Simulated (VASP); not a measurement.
Consider the following.

```
CELL_PARAMETERS angstrom
      0.00000     1.99963     1.99963
      1.99963     0.00000     1.99963
      1.99963     1.99963     0.00000
ATOMIC_POSITIONS crystal
  Li 0.00000 0.00000 0.00000
  H  0.50000 0.50000 0.50000
```

Computed with AM05 GGA, VASP's PBE PAW potentials (set 64) (plane waves; VASP). Numerical set-up: 520 eV cut-off, 10×10×10 Γ-centred mesh, Gaussian smearing of 0.050 eV, potentials Li_sv H.

Problem. Estimate the energy per atom (σ→0), band gap (on the k-mesh) with the smallest direct gap where there is one.

Solution. 
```yaml
band gap (on the k-mesh): 2.72 eV
smallest direct gap (on the k-mesh): 2.72 eV
energy per atom (σ→0): -2.986 eV/atom
```

The absolute energy has meaning only against runs of the same code, potentials and settings.

The compound is LiH in the rock salt structure. It was relaxed first, which changed the volume by -6 %. The start is the result of an earlier pass.
